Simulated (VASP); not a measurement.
# ZnS (space group P6_3mc): computed properties

Calculation: SCAN meta-GGA, VASP's PBE PAW potentials (set 64) (plane waves; VASP).

```
Item                                                                                                                   Value
---------------------------------------------  -----------------------------------------------------------------------------
space group                                                                                                     P6_3mc (186)
cell                                           a = 3.7908 Å, b = 3.7908 Å, c = 6.2138 Å, α = 90.00°, β = 90.00°, γ = 120.00°
volume per atom                                                                                                19.33 Å³/atom
band gap (over mesh and band path)                                                                                   2.80 eV
smallest direct gap (over mesh and band path)                                                                        2.80 eV
band-edge character                                                                                           direct, Γ to Γ
density                                                                                                           4.18 g/cm³
```

Space group P6₃mc (No. 186); a = b = 3.791 Å, c = 6.214 Å, α = β = 90.00°, γ = 120.00°

```tsv
atom	site	symmetry	x	y	z
Zn	2b	3m.	0.6667	0.3333	0.4999
S	2b	3m.	0.3333	0.6667	0.3749
```

The structure comes from a measured ZnS entry (P6_3mc) of the Crystallography Open Database, whose conditions weren't checked. It was relaxed first. Symmetry was kept, so distortions that lower it aren't found.
